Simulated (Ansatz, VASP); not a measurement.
Two plane-wave programs on Ca7CuF16 (a cell with a defect) (Fluorite)

```
Cu Ca F
1.0
     0.00000    5.46200    5.46200
     5.46200    0.00000    5.46200
     5.46200    5.46200    0.00000
Cu Ca F
1 7 16
Direct
  0.00000 0.00000 0.00000
  0.00000 0.00000 0.50000
  0.00000 0.50000 0.00000
  0.00000 0.50000 0.50000
  0.50000 0.00000 0.00000
  0.50000 0.00000 0.50000
  0.50000 0.50000 0.00000
  0.50000 0.50000 0.50000
  0.12500 0.12500 0.12500
  0.12500 0.12500 0.62500
  0.12500 0.62500 0.12500
  0.12500 0.62500 0.62500
  0.62500 0.12500 0.12500
  0.62500 0.12500 0.62500
  0.62500 0.62500 0.12500
  0.62500 0.62500 0.62500
  0.37500 0.37500 0.37500
  0.37500 0.37500 0.87500
  0.37500 0.87500 0.37500
  0.37500 0.87500 0.87500
  0.87500 0.37500 0.37500
  0.87500 0.37500 0.87500
  0.87500 0.87500 0.37500
  0.87500 0.87500 0.87500
```

Alike in both runs: task electric field gradients; functional PBE; k mesh 3 × 3 × 3; occupations fermi-dirac, width 0.01 eV; collinear spin.

|  | VASP | Ansatz |
| --- | --- | --- |
| version | VASP 6.6.1 | Ansatz 0.2.0 |
| potentials or method | VASP PAW PBE potentials, release 64 (Cu, Ca_sv, F) | plane-wave PAW, scalar-relativistic |
| plane-wave cutoff (eV) | 520 | 420 |
| valence electrons in the cell | 193 | 201 |

```csv
,VASP,Ansatz,Ansatz less VASP
pressure (GPa),0.5,0.3,-0.24
rms of the force components (eV/Å),0.162,0.157,-0.0048
net moment per atom (μB),0.04,0.04,0.000
size of the moment on the site where the two differ most (μB),0.69,0.70,+0.008
Vzz of the field gradient on the site that differs most (V/Å²),44.0,42.5,-1.50
```

Site moments also hang on the region over which each program counts them. Atom by atom the forces differ by 0.005 eV/Å (rms over components). The two sets of potentials don't hold the same shells in valence.

Caveats: semilocal functionals often make such compounds metallic where correlation or magnetic order opens a gap, which also shifts bond lengths. With open d or f shells a metallic result of PBE can be an artefact of self-interaction; +U or a hybrid may open a gap.
